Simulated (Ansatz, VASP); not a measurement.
## TiB2 (TiB2 (P6/mmm)) in two plane-wave programs

Aim: how closely do two programs agree when they are given the same cell, functional and k mesh? The cell is taken from a series of runs on this material, whose earlier steps may have relaxed, scaled, displaced or heated it; both programs get it as it stands.

Program: Ansatz 0.2.0. Level of theory: plane waves, with VASP 6.6.1 beside it; relaxation of cell and atoms at r2SCAN. Results are calculated unless marked as measured.

### 1. The structure

It takes space group P6/mmm (No. 191, hexagonal). The conventional cell has a = 3.026 Å, b = 3.026 Å, c = 3.229 Å, α = 90.00°, β = 90.00°, γ = 120.00°. Ti has 12 B at 2.38 Å nearest. B has 3 B at 1.75 Å and 6 Ti at 2.38 Å nearest. Farther neighbours are not listed.

As a file:

```cif
data_structure
_symmetry_space_group_name_H-M 'P 1'
_symmetry_Int_Tables_number 1
_cell_length_a 3.0259
_cell_length_b 3.0259
_cell_length_c 3.2288
_cell_angle_alpha 90.000
_cell_angle_beta 90.000
_cell_angle_gamma 120.000
_cell_volume 25.60
loop_
_atom_site_label
_atom_site_type_symbol
_atom_site_fract_x
_atom_site_fract_y
_atom_site_fract_z
_atom_site_occupancy
Ti1 Ti 0.00000 0.00000 0.00000 1
B2 B 0.33333 0.66667 0.50000 1
B3 B 0.66667 0.33333 0.50000 1
```

### 2. VASP: relaxation of cell and atoms, r2SCAN

The relaxed volume is the usual yardstick between codes: in a stiff, nearly cubic crystal its relative difference is about their pressure difference at one cell divided by the bulk modulus.

Lines of VASP's logs that name or quote its potential files are left out, and so is its time.

INCAR reads:

```
SYSTEM = TiB2
PREC = Accurate
ENCUT = 550
EDIFF = 1E-07
NELM = 120
ISMEAR = -1
SIGMA = 0.05
LREAL = .FALSE.
ALGO = Normal
METAGGA = R2SCAN
LASPH = .TRUE.
NBANDS = 15
LORBIT = 11
LWAVE = .FALSE.
LCHARG = .FALSE.
ISIF = 3
IBRION = 2
NSW = 80
EDIFFG = -0.005
GGA_COMPAT = .FALSE.
NELMIN = 4
LMIXTAU = .TRUE.
```

POSCAR reads:

```
TiB2
1.0
    3.0259270000      0.0000000000      0.0000000000
   -1.5129640000      2.6205300000      0.0000000000
    0.0000000000      0.0000000000      3.2287680000
Ti B
1 2
Direct
    0.0000000000      0.0000000000      0.0000000000
    0.3333334435      0.6666666667      0.5000000000
    0.6666668870      0.3333333333      0.5000000000
```

KPOINTS reads:

```
Automatic mesh
0
Gamma
15 15 12
0 0 0
```

Potentials, in the order of the species: Ti_sv and B (PBE family, release 64).

Command:

```bash
$ mpirun -np 1 vasp_std
```

Numbers of over 12 decimals in the logs are rounded to 6 here.

The log of the run:

```text
[banner, memory and clock lines left out]
running    1 mpi-ranks, on    1 nodes
 distrk:  each k-point on    1 cores,    1 groups
 distr:  one band on    1 cores,    1 groups

 POSCAR found type information on POSCAR TiB
 POSCAR found :  2 types and       3 ions
|                                                                             |
|               ----> ADVICE to this user running VASP <----                  |
|                                                                             |
|     You enforced a specific xc type in the INCAR file but a different       |
|     [... a line on the potential file left out ...]
|     I HOPE YOU KNOW WHAT YOU ARE DOING!                                     |
|                                                                             |

 LDA part: xc-table for (None), standard interpolation
 POSCAR, INCAR and KPOINTS ok, starting setup
 FFT: planning ... GRIDC
 FFT: planning ... GRID_SOFT
 FFT: planning ... GRID
 WAVECAR not read
 entering main loop
       N       E                     dE             d eps       ncg     rms          rms(c)
DAV:   1     0.123482389283E+03    0.12348E+03   -0.96872E+03  5678   0.146E+03
DAV:   2    -0.309634070832E+02   -0.15445E+03   -0.14972E+03  5985   0.380E+02
DAV:   3    -0.392557267971E+02   -0.82923E+01   -0.81788E+01  8379   0.840E+01
DAV:   4    -0.394692410775E+02   -0.21351E+00   -0.21283E+00  6890   0.121E+01
DAV:   5    -0.394759885446E+02   -0.67475E-02   -0.67469E-02  8209   0.180E+00    0.178E+01
DAV:   6    -0.308952129494E+02    0.85808E+01   -0.22136E+01  7699   0.634E+01    0.311E+00
DAV:   7    -0.309066354244E+02   -0.11422E-01   -0.13783E+00  6356   0.139E+01    0.300E+00
DAV:   8    -0.308181843570E+02    0.88451E-01   -0.49305E-01  6903   0.778E+00    0.114E+00
DAV:   9    -0.307577952340E+02    0.60389E-01   -0.90134E-01  6679   0.115E+01    0.159E+00
DAV:  10    -0.309731030112E+02   -0.21531E+00   -0.28155E-01  6639   0.530E+00    0.236E-01
DAV:  11    -0.309718369653E+02    0.12660E-02   -0.78579E-03  6384   0.974E-01    0.244E-01
DAV:  12    -0.309742645053E+02   -0.24275E-02   -0.35689E-03  7014   0.746E-01    0.624E-02
DAV:  13    -0.309742698130E+02   -0.53076E-05   -0.10591E-03  7434   0.283E-01    0.225E-02
DAV:  14    -0.309742941465E+02   -0.24334E-04   -0.15642E-04  6690   0.168E-01    0.240E-02
DAV:  15    -0.309742928504E+02    0.12961E-05   -0.65114E-06  6583   0.279E-02    0.143E-02
DAV:  16    -0.309743086953E+02   -0.15845E-04   -0.24163E-05  8556   0.587E-02    0.743E-03
DAV:  17    -0.309743064745E+02    0.22208E-05   -0.21178E-06  6692   0.189E-02    0.154E-03
DAV:  18    -0.309743072256E+02   -0.75102E-06   -0.15923E-07  5297   0.561E-03    0.679E-04
DAV:  19    -0.309743056275E+02    0.15981E-05   -0.10596E-07  3920   0.498E-03    0.118E-03
DAV:  20    -0.309743061307E+02   -0.50325E-06   -0.68142E-08  3010   0.360E-03    0.651E-04
DAV:  21    -0.309743059124E+02    0.21830E-06   -0.63155E-09  2954   0.992E-04    0.284E-04
DAV:  22    -0.309743059074E+02    0.50111E-08   -0.88890E-10  2891   0.344E-04
   1 F= -.30974306E+02 E0= -.30972779E+02  d E =-.309743E+02
[...]
2 F= -.30974312E+02 E0= -.30972774E+02  d E =-.563274E-05
[...]
3 F= -.30974330E+02 E0= -.30972798E+02  d E =-.243115E-04
[...]
4 F= -.30974330E+02 E0= -.30972798E+02  d E =-.244441E-04
 curvature:  -0.27 expect dE=-0.129E-05 dE for cont linesearch -0.124E-08
 trial: gam= 0.04342 g(F)=  0.198E-42 g(S)=  0.476E-05 ort = 0.658E-06 (trialstep = 0.908E+00)
 search vector abs. value=  0.499E-05
 bond charge predicted
       N       E                     dE             d eps       ncg     rms          rms(c)
DAV:   1    -0.309743404650E+02   -0.10153E-04   -0.34207E-04  6608   0.281E-01    0.276E-02
DAV:   2    -0.309743332555E+02    0.72096E-05   -0.37396E-05  6160   0.817E-02    0.993E-03
DAV:   3    -0.309743324325E+02    0.82297E-06   -0.30000E-06  8567   0.162E-02    0.460E-03
DAV:   4    -0.309743323387E+02    0.93813E-07   -0.10480E-06  8995   0.996E-03    0.160E-03
DAV:   5    -0.309743325804E+02   -0.24173E-06   -0.47137E-07  7222   0.692E-03    0.665E-04
DAV:   6    -0.309743327334E+02   -0.15300E-06   -0.16103E-07  5443   0.460E-03    0.225E-04
DAV:   7    -0.309743326875E+02    0.45934E-07   -0.13516E-08  2912   0.142E-03
   5 F= -.30974333E+02 E0= -.30972799E+02  d E =-.233594E-05
 trial-energy change:   -0.000002  1 .order   -0.000002   -0.000004    0.000000
 step:   0.8892(harm=  0.8892)  dis= 0.00000  next Energy=   -30.974332 (dE=-0.213E-05)
 reached required accuracy - stopping structural energy minimisation
```

Parts of OUTCAR (step 2):

```text
ion  position               nearest neighbor table
   1  0.000  0.000  0.000-   3 2.38   3 2.38   2 2.38   2 2.38   2 2.38   2 2.38   3 2.38   3 2.38
                             2 2.38   2 2.38   3 2.38   3 2.38
   2  0.333  0.667  0.500-   3 1.75   3 1.75   3 1.75   1 2.38   1 2.38   1 2.38   1 2.38   1 2.38
                             1 2.38
   3  0.667  0.333  0.500-   2 1.75   2 1.75   2 1.75   1 2.38   1 2.38   1 2.38   1 2.38   1 2.38
                             1 2.38

  LATTYP: Found a hexagonal cell.
 ALAT       =     3.0259270000
 C/A-ratio  =     1.0670343336

 Subroutine GETGRP returns: Found 24 space group operations
 (whereof 24 operations were pure point group operations)

The static configuration has the point symmetry D_6h.

 Found    189 irreducible k-points:

   k-points           NKPTS =    189   k-points in BZ     NKDIM =    189   number of bands    NBANDS=     15

   dimension x,y,z NGX =    24 NGY =   24 NGZ =   28
   dimension x,y,z NGXF=    48 NGYF=   48 NGZF=   56

   ENCUT  =  550.0 eV  40.42 Ry    6.36 a.u.   5.79  5.79  6.17*2*pi/ulx,y,z

   NELECT =      18.0000    total number of electrons

 k-points in reciprocal lattice and weights: Automatic mesh
   0.00000000  0.00000000  0.00000000       0.000
   0.06666667  0.00000000  0.00000000       0.002
   0.13333333  0.00000000  0.00000000       0.002
   0.20000000  0.00000000  0.00000000       0.002
   0.26666667  0.00000000  0.00000000       0.002
   0.33333333  0.00000000  0.00000000       0.002
   0.40000000  0.00000000  0.00000000       0.002
   0.46666667  0.00000000  0.00000000       0.002
   0.06666667  0.06666667  0.00000000       0.002
[...]
0.33333333  0.26666667  0.50000000       0.004
   0.33333333  0.33333333  0.50000000       0.001

 average (electrostatic) potential at core
       1 -75.3928       2 -23.4513       3 -23.4513

 E-fermi :  10.1839

 k-point     1 :       0.0000    0.0000    0.0000
  band No.  band energies     occupation
    ...
      5      -4.3338      2.00000
      6       7.3875      2.00000
      7       7.3875      2.00000
      8       7.5499      2.00000
      9       7.9648      2.00000
     10      12.1483      0.00000
     11      12.1483      0.00000
     12      14.0178      0.00000
     13      14.0178      0.00000
     14      16.1034      0.00000
    ...

 k-point     2 :       0.0667    0.0000    0.0000
  band No.  band energies     occupation
    ...
      5      -4.2432      2.00000
      6       7.1098      2.00000
      7       7.3671      2.00000
      8       7.4832      2.00000
      9       8.0104      2.00000
     10      12.1209      0.00000
     11      12.2985      0.00000
     12      13.6206      0.00000
     13      13.6807      0.00000
     14      16.4938      0.00000
    ...

 k-point     3 :       0.1333    0.0000    0.0000
  band No.  band energies     occupation
    ...
      5      -3.9745      2.00000
      6       6.3638      2.00000
      7       7.3001      2.00000
      8       7.3172      2.00000
      9       8.1300      2.00000
     10      12.0442      0.00000
     11      12.6954      0.00000
     12      12.9497      0.00000
     13      13.1819      0.00000
     14      17.0493      0.00000
    ...

  Total       -0.0003521     -0.0003521      0.0002909      0.0000000      0.0000000      0.0000000
  in kB       -0.0220162     -0.0220162      0.0181931      0.0000000      0.0000000      0.0000000
  external PRESSURE =      -0.0086131 kB  Pullay stress =       0.0000000 kB

  energy-cutoff  :      550.00
  volume of cell :       25.62
      direct lattice vectors                 reciprocal lattice vectors
     3.027423656 -0.000000000 -0.000000000     0.330313862  0.190706835 -0.000000000
    -1.513712328  2.621826142  0.000000000     0.000000000  0.381413544 -0.000000000
     0.000000000  0.000000000  3.227774169     0.000000000  0.000000000  0.309811018

 POSITION                                       TOTAL-FORCE (eV/Angst)
 -----------------------------------------------------------------------------------
      1.51371      2.62183      3.22777        -0.000000      0.000000     -0.000000
     -0.00000      1.74788      1.61389        -0.000000      0.000000     -0.000000
      1.51371      0.87394      1.61389         0.000000     -0.000000      0.000000
 -----------------------------------------------------------------------------------
    total drift:                               -0.000027     -0.000000     -0.000000

  FREE ENERGIE OF THE ION-ELECTRON SYSTEM (eV)
  ---------------------------------------------------
  free  energy   TOTEN  =       -30.9743326875 eV

  energy  without entropy=      -30.9712645464  energy(sigma->0) =      -30.97279862

 reached required accuracy - stopping structural energy minimisation

 total charge
# of ion       s       p       d       tot
------------------------------------------
    1        2.174   6.214   2.000  10.388
    2        0.702   1.329   0.000   2.031
    3        0.702   1.329   0.000   2.031
--------------------------------------------------
tot          3.578   8.872   2.000  14.451

[... 3 further parts left out ...]
```

### 3. Ansatz: relaxation of cell and atoms, r2SCAN

Ansatz runs on its PAW soft_1 files.

The same cell, functional, mesh and smearing now go to Ansatz.

input.yaml reads:

```yaml
crystal:
  lattice:
    - [3.0259273, 0.0, 0.0]
    - [-1.5129637, 2.6205299, 0.0]
    - [0.0, 0.0, 3.2287677]
  atoms:
    - { symbol: Ti, position: [0.0, 0.0, 0.0] }
    - { symbol: B, position: [0.33333333, 0.66666667, 0.5] }
    - { symbol: B, position: [0.66666667, 0.33333333, 0.5] }
basis:
  ecutwfc: 500
  xc_grid: 2
hamiltonian:
  xc: r2scan
  pseudopotentials: { kind: paw, azcp: { folder: soft_1 } }
kpoints:
  mp_grid: { grid: [15, 15, 12] }
scf:
  occupations: { method: fermi_dirac, width: 0.05 }
  max_iter: 150
output:
  forces: true
  stress: true
relax:
  f_tol: 0.01
  max_steps: 60
  cell: {}
checkpoint:
  write: "../r2scan.run"
  compress: false
  write_wavefunctions: false
  write_every: 100000
```

Command:

```bash
$ ansatz run input.yaml --threads 4 --pin off --max-ram 6594MiB --backend cpu --events-out ev --progress --plain --runs-dir out
```

The log of the run:

```text
Engine: ansatz 0.2.0, aarch64-unknown-linux-gnu
Pseudopotentials: kind: paw
Pseudopotential: Ti, paw, valence charge 12, recommended cutoff 500 eV (meta_gga), soft_1/Ti.paw.azcp
Pseudopotential: B, paw, valence charge 3, recommended cutoff 500 eV (meta_gga), soft_1/B.paw.azcp
Functional definition: r2SCAN
  parameter k0 = 0.174
  parameter k1 = 0.065
  parameter a1 = 4.9479
  exchange = r2scan_x(k0 = k0, k1 = k1, a1 = a1)
  correlation = r2scan_c
Crystal: 3 atoms, lattice volume = 25.603 Å³
Basis set: ecut = 500 eV, 647 PW (Γ), exchange–correlation on 48×48×48 points (8 copies of the dense FFT grid, shifted against one another)
Bands: 13, of which v1, the nominal top of the filled ones, is band 9 counted from 1 (8 counted from 0)
Symmetry: 24 space group operations
Space group: P6/mmm (ITA 191), of the structure as read, at distance tolerance 2.9e-5 Å
k-points: 189 of 2700
Non-local potential: Ti, projectors of the file, l = 0: 3, l = 1: 2, l = 2: 3, l = 3: 1
Non-local potential: B, projectors of the file, l = 0: 2, l = 1: 2, l = 2: 1
PAW form: soft (Blöchl's): semilocal exchange-correlation on the pseudo side does not see the compensation charge
PAW frozen core: Ti, regenerated for the run's functional (the file was generated under x = pbe(κ = 0.804, μ = 0.219515), c = pbe(β = 0.066725))
PAW frozen core: B, regenerated for the run's functional (the file was generated under x = pbe(κ = 0.804, μ = 0.219515), c = pbe(β = 0.066725))
PAW one-centre angular grid: Ti, 590 points (default); XC on 160 Gauss nodes
PAW one-centre angular grid: B, 302 points (default); XC on 223 of its mesh's 2233 points in the sphere
Initial density: superposition of atomic densities (chi_scale 0.1, normalization cell, long waves kept (reshape's long-wave potential 0.00 eV rms))
Initial wavefunctions: pseudopotential atomic-orbital guess
Functional: x = r2scan, c = r2scan; τ floored in thin density (d = 2e-4 eV/Å³)
SCF iter   1: F=—  HF=-2821.802587 eV  |F-HF|=—  |Δ(HF+E_count)|=         —  Δρ=1.08e-1  dr2=4.59e0  dr2_τ=5.51e-1  ethr=3.10e-3  ⟨swp⟩=4.7  Hψ=11775  notcnv=0
preconditioner: auto → none  [metal: Δε(μ)=0.124 eV  Ē_g=10.080 eV  σ=0.050 eV  W_gap=0.48  n_scr=8 (ndim 8)  ℏωp=23.2 eV  f_vac=0.000  D(μ)=0.30/eV (n_scr^D=0)  sad-step TF]
SCF iter   2: F=—  HF=-2820.918034 eV  |F-HF|=—  |Δ(HF+E_count)|=   8.85e-1  Δρ=3.62e-2  dr2=5.45e-1  dr2_τ=1.97e-2  ethr=3.10e-3  ⟨swp⟩=2.9  Hψ=6563  notcnv=0
SCF iter   3: F=—  HF=-2820.832960 eV  |F-HF|=—  |Δ(HF+E_count)|=   8.51e-2  Δρ=1.19e-2  dr2=2.87e-2  dr2_τ=4.05e-3  ethr=3.03e-3  ⟨swp⟩=2.3  Hψ=4328  notcnv=0
SCF iter   4: F=—  HF=-2820.838261 eV  |F-HF|=—  |Δ(HF+E_count)|=   5.30e-3  Δρ=2.56e-3  dr2=1.64e-3  dr2_τ=8.95e-5  ethr=1.60e-4  ⟨swp⟩=3.0  Hψ=5715  notcnv=0
SCF iter   5: F=—  HF=-2820.838922 eV  |F-HF|=—  |Δ(HF+E_count)|=   6.61e-4  Δρ=7.29e-4  dr2=9.01e-5  dr2_τ=8.47e-6  ethr=9.11e-6  ⟨swp⟩=2.0  Hψ=4116  notcnv=0
SCF iter   6: F=—  HF=-2820.838978 eV  |F-HF|=—  |Δ(HF+E_count)|=   5.62e-5  Δρ=1.30e-4  dr2=2.60e-6  dr2_τ=1.11e-7  ethr=5.01e-7  ⟨swp⟩=2.1  Hψ=3485  notcnv=0
SCF iter   7: F=-2820.838982 eV  HF=-2820.838982 eV  |F-HF|=9.33e-8  |Δ(HF+E_count)|=   3.53e-6  Δρ=1.63e-5  dr2=3.78e-8  dr2_τ=1.93e-9  ethr=5.56e-10  ⟨swp⟩=3.0  Hψ=9924  notcnv=0
SCF 1 converged in 7 iterations: F = -2820.838982 eV  dr2 = 3.78e-8
  greatest PAW one-centre occupation: 1.000 electrons in one spin orbital (limit 2), on the Ti atom at site 0 (counted from 0), in its partial waves of l = 1
relax step   1: F+E_penalty+E_count = -2820.83898201 eV  Δ(F+E_penalty+E_count) = +0.000e0 eV  max|allowed force component| = 1.542e-16 eV/Å  Δτ_max = 0.0000 Å  P = -0.526 GPa  Ω = 25.603 Å³  (7 SCF iters, dr2 threshold 1.00e-7 eV, accepted)
[...]
relax step   2: F+E_penalty+E_count = -2820.83912411 eV  Δ(F+E_penalty+E_count) = -1.421e-4 eV  max|allowed force component| = 1.727e-16 eV/Å  Δτ_max = 0.0000 Å  P = -0.097 GPa  Ω = 25.555 Å³  energy of the carried Pulay correction = +2.424e-5 eV  (4 SCF iters, dr2 threshold 3.00e-7 eV, accepted)
[...]
relax step   3: F+E_penalty+E_count = -2820.83913366 eV  Δ(F+E_penalty+E_count) = -9.548e-6 eV  max|allowed force component| = 2.159e-16 eV/Å  Δτ_max = 0.0000 Å  P = -0.005 GPa  Ω = 25.547 Å³  energy of the carried Pulay correction = +2.852e-5 eV  (4 SCF iters, dr2 threshold 5.49e-8 eV, accepted)
[...]
relax step   4: F+E_penalty+E_count = -2820.83910416 eV  Δ(F+E_penalty+E_count) = +2.950e-5 eV  max|allowed force component| = 1.357e-16 eV/Å  Δτ_max = 0.0000 Å  P = -0.006 GPa  Ω = 25.547 Å³  stress off target by 8.17e-3 GPa  SCF on the basis re-selected at this cell (its energy is not comparable with the rows above)  (4 SCF iters)
basis re-selected at this cell: Δ(F+E_penalty+E_count) = +2.950e-5 eV, ΔP = -0.001 GPa vs the last step (what re-selecting the basis moved, of the pressure what is left beyond the Pulay correction that the steps carried, after the strain that the cell walked since its last selection, with what the two solves' SCF thresholds leave and, on support functions, any second-order correction that the steps lacked; it is no m [...]
SCF converged after 4 iterations
Free energy (F): -2820.839104 eV
Harris-Foulkes:  -2820.839104 eV  (|F-HF|=8.46e-11)
Internal energy: -2820.836038 eV  (E = F + TS)
E sigma→0 (E₀):  -2820.837571 eV
Entropy (-TS):   -0.003066 eV (-1.022 meV/atom)
Fermi energy:    15.323802 eV
--- Per-component energies (eV) ---
  E_band       = -109.080941
  E_kinetic    = 383.538847
  E_local      = -834.566838  (includes V_loc(G=0)·N_el)
  E_nonlocal   = 74.535322
  E_hartree    = 342.730771
  E_xc         = -178.819917
  E_vxc        = -248.055594  (∫ρ·V_xc dr)
  E_paw        = -1209.809660  (= ΣΔE_a)
  E_vpaw       = -184.353273  (= ΣTr[D̂ρ^β])
  E_aug_tail   = -0.000024  (compensation charges beyond the density's cutoff)
  E_vtau       = 14.359118  (kinetic-family band-sum trace: ∫τ·v_τ [+ j·A + Jᵃ·Aᵃ] dr)
  E_ewald      = -1398.154198
  E_core_change = -0.290341  (= ΣΔE_core)
  E_smearing   = -0.003066  (= −TS)
  E_closure    = 0.000000  (closes the sum)
  Σ components = -2820.839104   (vs F -2820.839104, Δ=0.00e0)
--- Forces (eV/Å), atoms counted from 1 ---
  atom   1  Ti     0.00000000     0.00000000     0.00000000
  atom   2  B      0.00000000    -0.00000000    -0.00000000
  atom   3  B     -0.00000000     0.00000000     0.00000000
  max |Σ_I F_I| component: 3.70e-17 eV/Å
--- Stress (GPa, compression-positive) ---
       -0.008172       0.000000      -0.000000
        0.000000      -0.008172      -0.000000
       -0.000000      -0.000000      -0.002373
  P = ⅓ Tr σ = -0.0062 GPa (-0.062 kbar)
--- Relaxed structure (3 steps of the walk, 3 accepted, 1 SCFs on fresh bases) ---
  F+E_penalty+E_count = -2820.83910416 eV   max|allowed force component| = 1.357e-16 eV/Å   (the final SCF, on the basis selected at the relaxed cell)
  cell:  # Å, volume = 25.5468 Å³
    - [3.025066, 2.8859300520913097e-8, 0.0]
    - [-1.512533, 2.619784, 0.0]
    - [0.0, 0.0, 3.223557]
  atoms:
    - { symbol: Ti, position: [0, 0, 0.0] }
    - { symbol: B, position: [0.333333, 0.666667, 0.500000] }
    - { symbol: B, position: [0.666667, 0.333333, 0.500000] }
```

### 4. Side by side

Known differences besides the potentials themselves: VASP keeps PBE cores, Ansatz makes them for the functional; the cutoff is 500 eV in Ansatz and 550 eV in VASP; Ansatz adds a Pulay correction to the stress that steers its cell, VASP none; in our runs with r2SCAN, forces from VASP's data set Ti_sv part from Ansatz's all-electron ones, so neither program is the reference here. Total energies have different zeros and are not compared.

The two programs side by side:

| quantity | Ansatz | VASP | difference |
| --- | --- | --- | --- |
| volume (Å³) | 25.55 | 25.62 | -0.29 % |
| edge a after relaxation, in the typed setting (Å) | 3.025 | 3.027 | -0.08 % |
| edge c after relaxation, in the typed setting (Å) | 3.224 | 3.228 | -0.13 % |

### 5. What came out

- difference in volume (relaxation of cell and atoms, r2SCAN): -0.29 %

In words: The difference in volume is -0.29 % (relaxation of cell and atoms, r2SCAN), within the 1.2 % picked in this series as the mark of a large difference, as far as the stopping tolerances let one tell. Such differences can come from data sets, numerical settings and the points named under the comparisons, not from the functional's error against experiment.

[Lines on the potential files, build, host, timing and source positions are cut from VASP's logs without a mark.]

[Logs are printed without paths, hosts, clocks, repeated set-up lines and the standing remarks that a program may print on its own settings, such as how far it seeks lower states.]

[Hosts, paths, dates, database ids (printed as entryN), source tags and the programs' standing remarks are cut or masked in the printed files.]
